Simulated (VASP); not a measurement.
A cell of ZnO (wurtzite) near equilibrium:

```yaml
crystal:
  lattice:
    - [1.64299, -2.84574, 0.00000]
    - [1.64299, 2.84574, 0.00000]
    - [0.00000, 0.00000, 5.30473]
  atoms:
    - { symbol: Zn, position: [0.66667, 0.33333, 0.50125] }
    - { symbol: Zn, position: [0.33333, 0.66667, 0.00125] }
    - { symbol: O, position: [0.66667, 0.33333, 0.88075] }
    - { symbol: O, position: [0.33333, 0.66667, 0.38075] }
```

The numbers are results of PBE GGA, VASP's PBE PAW potentials (set 64) (plane waves; VASP), not measurements.

```json
[
 {"run": "as it is", "ΔE (meV/atom)": "0.0", "σxx": "0.04", "σyy": "0.04", "σzz": "-0.17", "largest shear component, with its sign (GPa)": "0.00"},
 {"run": "after one change", "ΔE (meV/atom)": "85.1", "σxx": "20.92", "σyy": "20.92", "σzz": "20.34", "largest shear component, with its sign (GPa)": "0.00"}
]
```
Stress is in GPa, positive when the cell is compressed.

Task: Which change was made?
A) isotropic strain of -4.0 %
B) uniaxial strain of -1.5 % along y
C) biaxial strain of +3.0 % in the xy plane
D) biaxial strain of +2.0 % in the xy plane with the ions relaxed

Result: A, isotropic strain of -4.0 %

The compound is ZnO in the wurtzite structure.
